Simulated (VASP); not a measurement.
Method: PBE GGA, VASP's PBE PAW potentials (set 64) (plane waves; VASP 6.6.1).

Input for VASP

**INCAR**
```
# general
SYSTEM  = Ir16O
PREC    = Normal
ENCUT   = 400
LREAL   = .False.
LASPH   = .True.

# electronic loop
EDIFF   = 1E-5
NELM    = 100
NELMIN  = 4
ALGO    = Normal
LMAXMIX = 6

# smearing
ISMEAR  = 1
SIGMA   = 0.1

# functional
GGA     = PE

# ions
IBRION  = 2
NSW     = 50
ISIF    = 2
EDIFFG  = -0.03

# output
LWAVE   = .True.
LCHARG  = .False.

# other
LDIPOL  = .True.
IDIPOL  = 3
DIPOL   = 0.5 0.5 0.5
```

File KPOINTS:
```
Automatic mesh
0
Gamma
6 6 1
0 0 0
```

**POSCAR**
```
Ir16O
1
    5.4755939291     0.0000000000     0.0000000000
    2.7377969646     4.7420032042     0.0000000000
    0.0000000000     0.0000000000    20.8222511960
Ir O
16 1
Direct
  0.0000000000   0.0000000000   0.3389650000
  0.5000000000   0.0000000000   0.3389650000
  0.0000000000   0.5000000000   0.3389650000
  0.5000000000   0.5000000000   0.3389650000
  0.1666670000   0.1666670000   0.4463220000
  0.6666670000   0.1666670000   0.4463220000
  0.1666670000   0.6666670000   0.4463220000
  0.6666670000   0.6666670000   0.4463220000
 -0.1666670000   0.3333330000   0.5536780000
  0.3333330000   0.3333330000   0.5536780000
 -0.1666670000   0.8333330000   0.5536780000
  0.3333330000   0.8333330000   0.5536780000
  0.0000000000   0.0000000000   0.6610350000
  0.5000000000   0.0000000000   0.6610350000
  0.0000000000   0.5000000000   0.6610350000
  0.5000000000   0.5000000000   0.6610350000
  0.1666670000   0.1666670000   0.7211770000
```

POTCAR, in this order: Ir O (PBE.64 set). Program: vasp_std.

Unless said otherwise, spin-orbit coupling is left out, though it shifts the bands of the heavy elements here.

Question: What does the run give for the energy per atom (σ→0), band gap (on the k-mesh)?

Answer: 
energy per atom (σ→0): -8.295 eV/atom
band gap (on the k-mesh): none (metal, semimetal or under 0.01 eV)

File OSZICAR:
```
...
       N       E                     dE             d eps       ncg     rms          rms(c)
DAV:   1    -0.141011643117E+03   -0.21480E-04   -0.10802E-01  1260   0.925E-01    0.678E-02
DAV:   2    -0.141013206124E+03   -0.15630E-02   -0.67502E-03  2024   0.393E-01    0.387E-01
DAV:   3    -0.141011852366E+03    0.13538E-02   -0.66389E-03  1984   0.451E-01    0.831E-02
DAV:   4    -0.141011807741E+03    0.44625E-04   -0.38105E-04  1818   0.114E-01    0.468E-02
DAV:   5    -0.141011815346E+03   -0.76046E-05   -0.12849E-04  1560   0.666E-02    0.677E-02
DAV:   6    -0.141011823656E+03   -0.83102E-05   -0.39407E-05   994   0.465E-02
  12 F= -.14101182E+03 E0= -.14101213E+03  d E =-.199720E-03
```

The cell is a thin slab with vacuum, built from Ir (fcc): (111) face, O adsorbed.
